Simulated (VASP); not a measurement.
Consider the following.

```xyz
6
Lattice="4.8327 0.0000 0.0000 0.0000 4.8327 0.0000 0.0000 0.0000 3.2408" Properties=species:S:1:pos:R:3 pbc="T T T"
Sn     0.0000     0.0000     3.2408
Sn     2.4164     2.4164     1.6204
O      1.4816     1.4816     0.0000
O      3.8980     0.9347     1.6204
O      0.9347     3.8980     1.6204
O      3.3511     3.3511     0.0000
```

Method: PBE GGA with spin-orbit coupling, VASP's PBE PAW potentials (set 64) (plane waves; VASP). Run with 520 eV cut-off, 4×4×6 Γ-centred mesh, Gaussian smearing of 0.050 eV, potentials Sn_d O.

What does the run give for the energy per atom (σ→0), band gap (over mesh and band path) with the smallest direct gap where there is one?

The band gap (over mesh and band path) is 0.64 eV and the smallest direct gap (over mesh and band path) is 0.64 eV. The energy per atom (σ→0) is -6.230 eV/atom.

The compound is SnO2 in the rutile structure. It was relaxed first, which changed the volume by +6 %.
